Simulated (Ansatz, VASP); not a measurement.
# NaTaS3: VASP beside Ansatz, part 2 of 2

Wanted: the spread between two codes on one cell, functional and k mesh. The cell is generated by rule, not measured, and may not be a known phase. The cell is taken from a series of runs on this material, whose earlier steps may have relaxed, scaled, displaced or heated it; both programs get it as it stands.

VASP 6.6.1 and Ansatz 0.2.0.

So far: Starting point; VASP: relaxation of cell and atoms, PBE.

The structure was built from a prototype and need not be the compound's stable phase.

### 3. Ansatz: relaxation of cell and atoms, PBE

Level of this step: Ansatz beside VASP: Kohn-Sham DFT, plane waves, PBE (Ansatz).

Ansatz runs on its PAW soft_1 files.

The same cell, functional, mesh and smearing now go to Ansatz, which takes its cutoff from its data sets.

File input.yaml:

```yaml
crystal:
  lattice:
    - [4.8341712185, 4.8341712185, 0.0]
    - [4.8341712185, 0.0, 4.8341712185]
    - [4.8341712185, 0.0, -4.8341712185]
  atoms:
    - { symbol: Na, position: [0.0, 0.0, 0.0] }
    - { symbol: Na, position: [0.0, 0.5, 0.5] }
    - { symbol: Ta, position: [0.5, 0.25, 0.75] }
    - { symbol: Ta, position: [0.5, 0.75, 0.25] }
    - { symbol: S, position: [0.5, 0.0023345679, -0.0023345679] }
    - { symbol: S, position: [0.5, 0.4976654321, 0.5023345679] }
    - { symbol: S, position: [-0.0082744277, 0.5041372138, 0.0041372138] }
    - { symbol: S, position: [0.0082744277, -0.0041372138, 0.4958627862] }
    - { symbol: S, position: [0.5, 0.0018026459, 0.5018026459] }
    - { symbol: S, position: [0.5, 0.4981973541, -0.0018026459] }
kpoints:
  mp_grid: { grid: [8, 8, 8] }
hamiltonian:
  xc: pbe
  pseudopotentials: { kind: paw, azcp: { folder: soft_1 } }
scf:
  occupations: { method: methfessel_paxton, width: 0.2 }
output:
  forces: true
  stress: true
  eigenvalues: true
relax:
  adjacent_minimum: "off"
  f_tol: 0.002
  max_steps: 120
  cell: { stress_tol: 0.03 }
```

Run with:

```
$ ansatz run input.yaml --threads 4 --pin off --max-ram 16384MiB --backend cpu --events-out ev --progress --plain --runs-dir out
```

Numbers of over 12 decimals in the logs are rounded to 6 here.

What it wrote:

```text
Engine: ansatz 0.2.0, aarch64-unknown-linux-gnu
Pseudopotentials: kind: paw
Pseudopotential: Na, paw, valence charge 9, recommended cutoff 420 eV (normal), soft_1/Na.paw.azcp
Pseudopotential: Ta, paw, valence charge 13, recommended cutoff 420 eV (normal), soft_1/Ta.paw.azcp
Pseudopotential: S, paw, valence charge 6, recommended cutoff 420 eV (normal), soft_1/S.paw.azcp
Functional definition: PBE
  parameter kappa = 0.804
  parameter beta = 0.066725
  exchange = pbe_x(kappa = kappa, mu = beta*pi^2/3)
  correlation = pbe_c(beta = beta)
Crystal: 10 atoms, lattice volume = 225.942 Å³
Basis set: ecut = 420 eV, 4477 PW (Γ), exchange–correlation on 96×96×96 points (8 copies of the dense FFT grid, shifted against one another)
Bands: 50, of which v1, the nominal top of the filled ones, is band 40 counted from 1 (39 counted from 0)
Symmetry: 8 space group operations
Space group: Fmmm (ITA 69), of the structure as read, at distance tolerance 6.1e-5 Å
k-points: 95 of 512
Non-local potential: Na, projectors of the file, l = 0: 3, l = 1: 2, l = 2: 1
Non-local potential: Ta, projectors of the file, l = 0: 3, l = 1: 2, l = 2: 2, l = 3: 1
Non-local potential: S, projectors of the file, l = 0: 2, l = 1: 2, l = 2: 1
PAW form: soft (Blöchl's): semilocal exchange-correlation on the pseudo side does not see the compensation charge
PAW one-centre angular grid: Na, 110 points (default); XC on 64 Gauss nodes
PAW one-centre angular grid: Ta, 590 points (default); XC on 64 Gauss nodes
PAW one-centre angular grid: S, 110 points (default); XC on 64 Gauss nodes
Initial density: superposition of atomic densities (chi_scale 0.1, normalization cell, long waves kept (reshape's long-wave potential 0.00 eV rms))
Initial wavefunctions: pseudopotential atomic-orbital guess
Functional: x = pbe(κ = 0.804, μ = 0.219515), c = pbe(β = 0.066725)
SCF iter   1: F=—  HF=-28261.027877 eV  |F-HF|=—  |Δ(HF+E_count)|=         —  Δρ=3.74e-2  dr2=2.17e0  ethr=3.10e-3  ⟨swp⟩=8.0  Hψ=19905  notcnv=0
preconditioner: auto → Kerker (q_TF=auto, 2.295 Å⁻¹)  [metal: Δε(μ)=0.020 eV  Ē_g=7.764 eV  σ=0.200 eV  W_gap=0.09  n_scr=58 (ndim 8)  ℏωp=17.1 eV  f_vac=0.000  D(μ)=2.47/eV (n_scr^D=14)]
SCF iter   2: F=—  HF=-28260.393453 eV  |F-HF|=—  |Δ(HF+E_count)|=   6.34e-1  S|Δr|=    0.00e0  Δρ=1.89e-2  dr2=6.88e-1  ethr=2.71e-3  ⟨swp⟩=2.0  Hψ=7174  notcnv=0  defer=162
SCF iter   3: F=—  HF=-28260.243561 eV  |F-HF|=—  |Δ(HF+E_count)|=   1.50e-1  S|Δr|=    0.00e0  Δρ=5.01e-3  dr2=7.47e-2  ethr=8.60e-4  ⟨swp⟩=2.0  Hψ=5602  notcnv=0  defer=162
SCF iter   4: F=—  HF=-28260.253637 eV  |F-HF|=—  |Δ(HF+E_count)|=   1.01e-2  S|Δr|=    0.00e0  Δρ=1.54e-3  dr2=6.01e-3  ethr=9.34e-5  ⟨swp⟩=2.2  Hψ=7092  notcnv=0  defer=162
SCF iter   5: F=—  HF=-28260.258989 eV  |F-HF|=—  |Δ(HF+E_count)|=   5.35e-3  S|Δr|=    0.00e0  Δρ=4.03e-4  dr2=1.21e-3  ethr=7.51e-6  ⟨swp⟩=2.0  Hψ=6004  notcnv=0  defer=162
SCF iter   6: F=—  HF=-28260.259544 eV  |F-HF|=—  |Δ(HF+E_count)|=   5.55e-4  S|Δr|=    0.00e0  Δρ=1.63e-4  dr2=1.49e-4  ethr=1.51e-6  ⟨swp⟩=2.0  Hψ=6363  notcnv=0  defer=162
SCF iter   7: F=—  HF=-28260.259555 eV  |F-HF|=—  |Δ(HF+E_count)|=   1.06e-5  S|Δr|=    0.00e0  Δρ=6.82e-5  dr2=2.74e-5  ethr=1.86e-7  ⟨swp⟩=2.2  Hψ=6576  notcnv=0  defer=162
SCF iter   8: F=—  HF=-28260.259486 eV  |F-HF|=—  |Δ(HF+E_count)|=   6.85e-5  S|Δr|=    0.00e0  Δρ=1.70e-5  dr2=1.39e-6  ethr=3.42e-8  ⟨swp⟩=2.0  Hψ=6178  notcnv=0  defer=199
SCF iter   9: F=—  HF=-28260.259487 eV  |F-HF|=—  |Δ(HF+E_count)|=   6.61e-7  S|Δr|=    0.00e0  Δρ=5.29e-6  dr2=1.08e-7  ethr=1.73e-9  ⟨swp⟩=2.1  Hψ=7182  notcnv=0  defer=199
SCF iter  10: F=-28260.259487 eV  HF=-28260.259487 eV  |F-HF|=1.08e-8  |Δ(HF+E_count)|=   1.45e-7  S|Δr|=    0.00e0  Δρ=1.76e-6  dr2=7.22e-9  ethr=1.25e-10  ⟨swp⟩=12.9  Hψ=19635  notcnv=0
SCF 1 converged in 10 iterations: F = -28260.259487 eV  dr2 = 7.22e-9
  greatest PAW one-centre occupation: 0.999 electrons in one spin orbital (limit 2), on the Na atom at site 1 (counted from 0), in its partial waves of l = 0
relax step   1: F+E_penalty+E_count = -28260.25948720 eV  Δ(F+E_penalty+E_count) = +0.000e0 eV  max|allowed force component| = 4.270e-2 eV/Å  Δτ_max = 0.0000 Å  P = +0.015 GPa  Ω = 225.942 Å³  (10 SCF iters, dr2 threshold 1.00e-7 eV, accepted)
[...]
relax step  17: F+E_penalty+E_count = -28260.26044530 eV  Δ(F+E_penalty+E_count) = -6.078e-5 eV  max|allowed force component| = 4.004e-4 eV/Å  Δτ_max = 0.0051 Å  P = -0.001 GPa  Ω = 226.150 Å³  energy of the carried Pulay correction = -2.226e-5 eV  (10 SCF iters, accepted)
[...]
relax step  18: F+E_penalty+E_count = -28260.26047514 eV  Δ(F+E_penalty+E_count) = -2.984e-5 eV  max|allowed force component| = 4.012e-4 eV/Å  Δτ_max = 0.0000 Å  P = -0.001 GPa  Ω = 226.150 Å³  stress off target by 3.26e-3 GPa  SCF on the basis re-selected at this cell (its energy is not comparable with the rows above)  (6 SCF iters)
basis re-selected at this cell: Δ(F+E_penalty+E_count) = -2.984e-5 eV, ΔP = -0.000 GPa vs the last step (what re-selecting the basis moved, of the pressure what is left beyond the Pulay correction that the steps carried, after the strain that the cell walked since its last selection, with what the two solves' SCF thresholds leave and, on support functions, any second-order correction that the steps lacked; it is no m [...]
SCF converged after 6 iterations
Stability not checked: this state was not tested for a lower state beside it, because cold or Methfessel-Paxton smearing, or corrected tetrahedra, fill the levels in a way that the test cannot read (fill_not_monotonic; see scf.lower_state_search)
Free energy (F): -28260.260475 eV
Harris-Foulkes:  -28260.260475 eV  (|F-HF|=7.28e-12)
Internal energy: -28260.269923 eV  (E = F + TS)
E sigma→0 (E₀):  -28260.262837 eV
Entropy (-TS):   0.009447 eV (0.945 meV/atom)
Fermi energy:    6.204822 eV
Step filling:    the computed levels leave a gap of 0.1411 eV = 0.7 smearing widths at the electron count; against every level under it full and every level over it empty, smearing changes F+E_penalty+E_count by +7.258 meV and its σ→0 estimate by +4.897 meV
--- Per-component energies (eV) ---
  E_band       = -953.478361
  E_kinetic    = 1640.050675
  E_local      = -5970.158671  (includes V_loc(G=0)·N_el)
  E_nonlocal   = 740.727384
  E_hartree    = 2076.314717
  E_xc         = -1248.018839
  E_vxc        = -1055.881955  (∫ρ·V_xc dr)
  E_paw        = -20846.617692  (= ΣΔE_a)
  E_vpaw       = -460.845382  (= ΣTr[D̂ρ^β])
  E_aug_tail   = 0.000214  (compensation charges beyond the density's cutoff)
  E_ewald      = -4652.567710
  E_smearing   = 0.009447  (= −TS)
  E_closure    = 0.000000  (closes the sum)
  Σ components = -28260.260475   (vs F -28260.260475, Δ=0.00e0)
--- Forces (eV/Å), atoms counted from 1 ---
  atom   1  Na     0.00000000    -0.00000000    -0.00000000
  atom   2  Na     0.00000000     0.00000000     0.00000000
  atom   3  Ta     0.00000000     0.00000000     0.00000000
  atom   4  Ta     0.00000000     0.00000000     0.00000000
  atom   5  S      0.00000000     0.00000000    -0.00040117
  atom   6  S      0.00000000    -0.00000000     0.00040117
  atom   7  S      0.00000000    -0.00020443    -0.00000000
  atom   8  S      0.00000000     0.00020443     0.00000000
  atom   9  S     -0.00023407     0.00000000     0.00000000
  atom  10  S      0.00023407    -0.00000000    -0.00000000
  max |Σ_I F_I| component: 0.00e0 eV/Å
--- Stress (GPa, compression-positive) ---
       -0.003259      -0.000000       0.000000
       -0.000000      -0.000670       0.000000
        0.000000       0.000000       0.001667
  P = ⅓ Tr σ = -0.0008 GPa (-0.008 kbar)
--- Band table (eV; the first three rows and the last of 95) ---
  k-point 0: bands = [... 36 lower, 5.5441, 5.6341, 5.6964, 5.6965, 6.3446, 6.3447, 6.4025, 8.1763, ... 6 higher]
  k-point 1: bands = [... 36 lower, 5.3558, 5.9735, 6.0678, 6.0815, 6.2912, 6.3044, 6.4027, 8.4453, ... 6 higher]
  k-point 2: bands = [... 36 lower, 5.1620, 5.8773, 5.9097, 6.0550, 6.6045, 6.7474, 6.7755, 8.4583, ... 6 higher]
  k-point 94: bands = [... 36 lower, 4.5511, 5.3695, 5.3696, 5.6810, 6.3857, 8.2123, 8.5575, 8.5575, ... 6 higher]
--- Relaxed structure (17 steps of the walk, 12 accepted, 1 SCFs on fresh bases) ---
  F+E_penalty+E_count = -28260.26047514 eV   max|allowed force component| = 4.012e-4 eV/Å   (the final SCF, on the basis selected at the relaxed cell)
  cell:  # Å, volume = 226.1504 Å³
    - [4.831673, 4.837691, 0.0]
    - [4.831673, 0.0, 4.837619]
    - [4.831673, 0.0, -4.837619]
  atoms:
    - { symbol: Na, position: [0, 0, 0] }
    - { symbol: Na, position: [0, 0.5, 0.5] }
    - { symbol: Ta, position: [0.500000, 0.25, 0.75] }
    - { symbol: Ta, position: [0.500000, 0.75, 0.25] }
    - { symbol: S, position: [0.500000, 0.00457141, -0.00457141] }
    - { symbol: S, position: [0.500000, 0.495429, 0.504571] }
    - { symbol: S, position: [-0.00913368, 0.504567, 0.00456684] }
    - { symbol: S, position: [0.00913368, -0.00456684, 0.495433] }
    - { symbol: S, position: [0.500000, -1.9568764913213688e-6, 0.499998] }
    - { symbol: S, position: [0.500000, 0.500002, 1.956876491182591e-6] }
```

Reading the cycles: dr2 is the Hartree energy of the density residual (eV), the measure of convergence; HF is the Harris–Foulkes estimate of the energy, which meets the free energy F at convergence.

### 4. Side by side

Known differences besides the potentials themselves: the data sets hold 80 valence electrons in Ansatz (on its PAW soft_1 files) and 72 in VASP; the cutoff is 420 eV in Ansatz and 500 eV in VASP; Ansatz adds a Pulay correction to the stress that steers its cell, VASP none. Total energies have different zeros and are not compared.

Both answers:

| quantity | Ansatz | VASP | difference |
| --- | --- | --- | --- |
| volume (Å³) | 226.15 | 226.09 | +0.03 % |
| edge a after relaxation, in the typed setting (Å) | 6.837 | 6.839 | -0.02 % |
| edge b after relaxation, in the typed setting (Å) | 6.837 | 6.836 | +0.02 % |

Found at a tolerance of 0.01 Å, the end structures differ in symmetry: I4/mcm in Ansatz, I4/mmm in VASP; the atoms lie within 0.05 Å of each other, which can come from where the walks stopped or from unlike electronic states.

### 5. What came out

```yaml
difference_in_volume_relaxation_of_cell_and_atoms_pbe: 0.028 %
```

In words: The difference in volume is 0.028 % (relaxation of cell and atoms, PBE), within the 1.2 % picked in this series as the mark of a large difference, as far as the stopping tolerances let one tell. The data sets hold unlike numbers of valence electrons (80 in Ansatz and 72 in VASP), so part of the differences comes from the potentials. Such differences can come from data sets, numerical settings and the points named under the comparisons, not from the functional's error against experiment.

[Lines on the potential files, build, host, timing and source positions are cut from VASP's logs without a mark.]

[Logs are printed without paths, hosts, clocks, repeated set-up lines and the standing remarks that a program may print on its own settings, such as how far it seeks lower states.]

[Hosts, paths, dates, database ids (printed as entryN), source tags and the programs' standing remarks are cut or masked in the printed files.]
